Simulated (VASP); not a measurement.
Output of a VASP run:

File OSZICAR:
```
...
DAV:   4    -0.980246811010E+02   -0.94312E-04   -0.27788E-04  2474   0.240E-01    0.274E-02
DAV:   5    -0.980250070593E+02   -0.32596E-03   -0.82543E-04  1664   0.417E-01    0.101E-02
DAV:   6    -0.980249317606E+02    0.75299E-04   -0.14279E-03  1664   0.517E-01    0.744E-03
DAV:   7    -0.980248547527E+02    0.77008E-04   -0.33361E-04  1664   0.230E-01    0.302E-03
DAV:   8    -0.980248547839E+02   -0.31142E-07   -0.50966E-06  2022   0.319E-02
   4 F= -.98024855E+02 E0= -.98026241E+02  d E =-.112388E-01
       N       E                     dE             d eps       ncg     rms          rms(c)
DAV:   1    -0.980299349235E+02   -0.50802E-02   -0.22061E-01  2415   0.433E+00    0.373E-01
DAV:   2    -0.980273710908E+02    0.25638E-02   -0.68733E-03  2594   0.967E-01    0.185E-01
DAV:   3    -0.980269887214E+02    0.38237E-03   -0.13914E-03  2670   0.522E-01    0.793E-02
DAV:   4    -0.980267555667E+02    0.23315E-03   -0.87825E-04  2671   0.379E-01    0.400E-02
DAV:   5    -0.980268493527E+02   -0.93786E-04   -0.13942E-03  1710   0.523E-01    0.189E-02
DAV:   6    -0.980266782832E+02    0.17107E-03   -0.73237E-04  1669   0.351E-01    0.107E-02
DAV:   7    -0.980266567989E+02    0.21484E-04   -0.93722E-05  1713   0.107E-01    0.264E-03
DAV:   8    -0.980266737807E+02   -0.16982E-04   -0.32089E-05  1776   0.659E-02    0.307E-03
DAV:   9    -0.980266701272E+02    0.36535E-05   -0.42183E-06  1846   0.249E-02    0.135E-03
DAV:  10    -0.980266702514E+02   -0.12420E-06   -0.52398E-07  1072   0.920E-03
   5 F= -.98026670E+02 E0= -.98028257E+02  d E =-.181547E-02
       N       E                     dE             d eps       ncg     rms          rms(c)
DAV:   1    -0.980269560966E+02   -0.28597E-03   -0.11990E-02  2423   0.101E+00    0.909E-02
DAV:   2    -0.980268530614E+02    0.10304E-03   -0.36816E-04  2575   0.221E-01    0.417E-02
DAV:   3    -0.980268509334E+02    0.21280E-05   -0.75511E-05  2696   0.123E-01    0.168E-02
DAV:   4    -0.980268204155E+02    0.30518E-04   -0.54501E-05  2608   0.960E-02    0.994E-03
DAV:   5    -0.980268140865E+02    0.63290E-05   -0.36168E-05  1824   0.820E-02    0.539E-03
DAV:   6    -0.980268037656E+02    0.10321E-04   -0.33540E-05  1684   0.705E-02    0.406E-03
DAV:   7    -0.980267956107E+02    0.81550E-05   -0.98690E-06  1694   0.355E-02    0.603E-04
DAV:   8    -0.980268008026E+02   -0.51919E-05   -0.42275E-06  1679   0.302E-02    0.859E-04
DAV:   9    -0.980268005719E+02    0.23061E-06   -0.39281E-07   832   0.833E-03
   6 F= -.98026801E+02 E0= -.98028398E+02  d E =-.194579E-02
       N       E                     dE             d eps       ncg     rms          rms(c)
DAV:   1    -0.980268312096E+02   -0.30407E-04   -0.15266E-03  2423   0.359E-01    0.324E-02
DAV:   2    -0.980268297241E+02    0.14855E-05   -0.46875E-05  2599   0.793E-02    0.149E-02
DAV:   3    -0.980268350849E+02   -0.53608E-05   -0.97229E-06  2656   0.440E-02    0.603E-03
DAV:   4    -0.980268249235E+02    0.10161E-04   -0.67536E-06  2584   0.340E-02    0.335E-03
DAV:   5    -0.980268230266E+02    0.18969E-05   -0.64147E-06  1754   0.350E-02    0.163E-03
DAV:   6    -0.980268184394E+02    0.45872E-05   -0.58679E-06  1679   0.300E-02    0.137E-03
DAV:   7    -0.980268166012E+02    0.18383E-05   -0.92112E-07   977   0.114E-02    0.419E-04
DAV:   8    -0.980268183446E+02   -0.17434E-05   -0.33692E-07   832   0.144E-02    0.515E-04
DAV:   9    -0.980268187577E+02   -0.41312E-06   -0.15896E-07   832   0.111E-02
   7 F= -.98026819E+02 E0= -.98028416E+02  d E =-.196397E-02
```

**OUTCAR**
```
------------------------ aborting loop because EDIFF is reached ----------------------------------------
  FORCE on cell =-STRESS in cart. coord.  units (eV):
  Direction    XX          YY          ZZ          XY          YZ          ZX
  --------------------------------------------------------------------------------------
  Total        0.0090614      0.0090614      0.0139255      0.0000000     -0.0000000      0.0000000
  in kB        0.2414670      0.2414670      0.3710860      0.0000000     -0.0000000      0.0000000
  external PRESSURE =       0.2846733 kB  Pullay stress =       0.0000000 kB
  volume of cell :       60.12
      direct lattice vectors                 reciprocal lattice vectors
     1.784039704 -3.090047464 -0.000000000     0.280262821 -0.161809812 -0.000000000
     1.784039704  3.090047464  0.000000000     0.280262821  0.161809812  0.000000000
     0.000000000 -0.000000000  5.453151923     0.000000000 -0.000000000  0.183380183
 POSITION                                       TOTAL-FORCE (eV/Angst)
 -----------------------------------------------------------------------------------
      1.78404      1.03002      1.36329        -0.000000     -0.000000      0.000000
      1.78404     -1.03002      4.08986         0.000000      0.000000      0.000000
 -----------------------------------------------------------------------------------
    total drift:                               -0.000003      0.000088     -0.000011
  FREE ENERGIE OF THE ION-ELECTRON SYSTEM (eV)
  ---------------------------------------------------
  free  energy   TOTEN  =       -98.0268187577 eV

  energy  without entropy=      -98.0316090172  energy(sigma->0) =      -98.02841551

 reached required accuracy - stopping structural energy minimisation
```
(Selected blocks of OUTCAR.)

**POSCAR**
```
Ho
1
    1.7900000000    -3.1003710000     0.0000000000
    1.7900000000     3.1003710000     0.0000000000
    0.0000000000     0.0000000000     5.6200000000
Ho
2
Direct
  0.3333330000   0.6666670000   0.2500000000
  0.6666670000   0.3333330000   0.7500000000
```

Question: Reconstruct the remaining input files.

Answer: One answer among several that fit: the input of the run itself, SCAN meta-GGA, plane waves, VASP's PBE PAW potentials (set 64).

**INCAR**
```
NELM  =  100   ! most electronic steps
LWAVE  =  .FALSE.
ISMEAR  =  1   ! Methfessel-Paxton
ALGO  =  Normal
EDIFFG  =  -0.01   ! ionic stop
LMAXMIX  =  6
METAGGA  =  SCAN
SYSTEM  =  Ho
NSW  =  60   ! most ionic steps
LASPH  =  .TRUE.   ! aspherical one-centre terms
LCHARG  =  .FALSE.
SIGMA  =  0.1   ! width (eV)
IBRION  =  2   ! conjugate gradients
ENCUT  =  520
PREC  =  Accurate
LREAL  =  .FALSE.   ! projection in real space or not
EDIFF  =  1E-6   ! SCF stop (eV)
LMIXTAU  =  .TRUE.
ISIF  =  3   ! ions, shape and volume
```

KPOINTS:
```
Automatic
0
Gamma
  11 11 6
0 0 0
```

POTCAR, in this order: Ho_3 (PBE.64 set). Program: vasp_std.

The 4f electrons are frozen in the core of the lanthanide potential, so 4f levels, which can set the real gap, and their magnetism are missing. Energy and stress use the plane-wave basis of the starting cell.

The compound is Ho in the hcp structure. This run relaxes it. Symmetry was kept, so distortions that lower it aren't found.
